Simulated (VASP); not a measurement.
Data:

```xyz
63
Lattice="7.2489 0.0000 0.0000 0.0000 7.2489 0.0000 0.0000 0.0000 7.2489" Properties=species:S:1:pos:R:3 pbc="T T T"
B      3.6120     0.0060     0.0108
B      5.4149     1.8309     0.0295
B      5.4150     0.0245     1.8357
B      7.2357     0.0101     0.0149
B      1.7852     1.8090     7.2460
B      3.6159     3.6302     7.2408
B      5.4368     5.4605     7.2460
B      1.7854     7.2413     1.8140
B      3.5095     1.7936     1.7985
B      5.4521     3.7362     1.7987
B      3.6158     7.2361     3.6348
B      5.4523     1.7935     3.7411
B      5.4367     7.2413     5.4652
B      7.2398     3.6340     0.0108
B      1.8076     5.4386     7.2412
B      7.2214     1.8308     1.8358
B      1.7874     3.6401     1.7926
B      3.6059     5.4586     1.7929
B      7.2398     0.0059     3.6388
B      1.7871     1.7878     3.6451
B      5.4580     5.4586     3.6450
B      1.8074     7.2365     5.4432
B      3.6057     1.7877     5.4635
B      5.4580     3.6402     5.4634
B      0.0046     5.4605     1.8139
B      0.0098     3.6303     3.6347
B      1.8274     5.4185     3.6155
B      0.0042     1.8090     5.4652
B      1.8270     3.6106     5.4233
B      3.6351     5.4186     5.4234
B      0.0096     5.4385     5.4431
N      4.5109     0.9295     0.9344
N      6.3163     2.7349     0.9345
N      6.3164     0.9293     2.7396
N      0.8910     0.9064     0.9113
N      2.6900     2.7140     0.8714
N      4.5320     4.5557     0.8715
N      6.3394     6.3548     0.9112
N      2.6900     0.8667     2.7187
N      6.3791     4.5559     2.7186
N      4.5318     0.8666     4.5605
N      6.3792     2.7140     4.5604
N      6.3393     0.9065     6.3598
N      0.8993     4.5331     0.8903
N      2.7128     6.3466     0.8904
N      0.9085     2.7116     2.7162
N      2.7078     4.5379     2.6416
N      4.5343     6.3373     2.7162
N      0.8992     0.8856     4.5380
N      2.7078     2.6368     4.5428
N      4.6090     4.5379     4.5427
N      6.3603     6.3466     4.5379
N      2.7126     0.8855     6.3515
N      4.5343     2.7115     6.3422
N      6.3604     4.5332     6.3515
N      0.9021     6.3437     2.7173
N      0.9258     4.5178     4.5225
N      2.7281     6.3201     4.5226
N      0.9020     2.7124     6.3485
N      2.7280     4.5178     6.3249
N      4.5333     6.3437     6.3485
N      0.9090     6.3370     6.3419
Si     3.9493     3.2964     3.3014
```
Cell charge +1.

The numbers are results of HSE06 screened hybrid, VASP's PBE PAW potentials (set 64) (plane waves; VASP), not measurements. Settings: PREC = Normal, LREAL = Auto, ISYM = 0, NELECT = 251.0, EDIFF = 1E-5, 400 eV cut-off, 1×1×1 Γ-centred mesh, Gaussian smearing of 0.050 eV, potentials B N Si. Starting moments (MAGMOM): 63*0.0476. The cell's moment is fixed (NUPDOWN = 3).

The cell is charged, with a uniform compensating background. The supercell is sampled at Γ alone, which is coarse: total energies, pressure and levels can be off, energies of defects by several tenths of an eV.

Problem. Estimate the cell moment, energy per atom (σ→0).

Solution. 
```json
{
 "cell_moment": "3.00 μB",
 "energy per atom (σ→0)": "-10.120 eV/atom"
}
```

Problem. Give the moment on each site (PAW-sphere projection).

Solution. 
| site | moment (μB) |
|---|---|
| B1 | 0.00 |
| B2 | 0.00 |
| B3 | 0.00 |
| B4 | 0.00 |
| B5 | 0.01 |
| B6 | 0.00 |
| B7 | 0.01 |
| B8 | 0.01 |
| B9 | 0.22 |
| B10 | 0.22 |
| B11 | 0.00 |
| B12 | 0.22 |
| B13 | 0.01 |
| B14 | 0.00 |
| B15 | 0.00 |
| B16 | 0.00 |
| B17 | 0.00 |
| B18 | 0.00 |
| B19 | 0.00 |
| B20 | 0.00 |
| B21 | 0.00 |
| B22 | 0.00 |
| B23 | 0.00 |
| B24 | 0.00 |
| B25 | 0.01 |
| B26 | 0.00 |
| B27 | 0.00 |
| B28 | 0.01 |
| B29 | 0.00 |
| B30 | 0.00 |
| B31 | 0.00 |
| N32 | 0.02 |
| N33 | 0.02 |
| N34 | 0.02 |
| N35 | 0.03 |
| N36 | 0.07 |
| N37 | 0.07 |
| N38 | 0.03 |
| N39 | 0.07 |
| N40 | 0.07 |
| N41 | 0.07 |
| N42 | 0.07 |
| N43 | 0.03 |
| N44 | 0.03 |
| N45 | 0.03 |
| N46 | 0.04 |
| N47 | 0.04 |
| N48 | 0.04 |
| N49 | 0.03 |
| N50 | 0.04 |
| N51 | 0.04 |
| N52 | 0.03 |
| N53 | 0.03 |
| N54 | 0.04 |
| N55 | 0.03 |
| N56 | 0.04 |
| N57 | 0.03 |
| N58 | 0.03 |
| N59 | 0.04 |
| N60 | 0.03 |
| N61 | 0.04 |
| N62 | 0.03 |
| Si63 | 0.15 |

The cell is a supercell with a defect, built from BN (zinc blende): Si_B-vac_N, charge +1. The cell's shape comes from a PBE relaxation.
